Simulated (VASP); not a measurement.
Here is the system:

```
NaI
1.0
    0.00000     3.20436     3.20436
    3.20436     0.00000     3.20436
    3.20436     3.20436     0.00000
Na I
1 1
Direct
  0.00000   0.00000   0.00000
  0.50000   0.50000   0.50000
```

The numbers are results of PBEsol GGA, VASP's PBE PAW potentials (set 64) (plane waves; VASP), not measurements. Numerical set-up: 520 eV cut-off, 7×7×7 Γ-centred mesh, Gaussian smearing of 0.050 eV, potentials Na_pv I.

Q: Give the energy at these volumes per atom, relative to the lowest: 30.97, 31.96, 32.95, 33.94, 34.92 Å³.

A: 6.8, 1.5, 0.0, 1.6, 5.9 meV/atom. A third-order Birch-Murnaghan fit gives B0 = 17.0 GPa and B0′ = 4.8.

The compound is NaI in the rock salt structure. It was relaxed first.
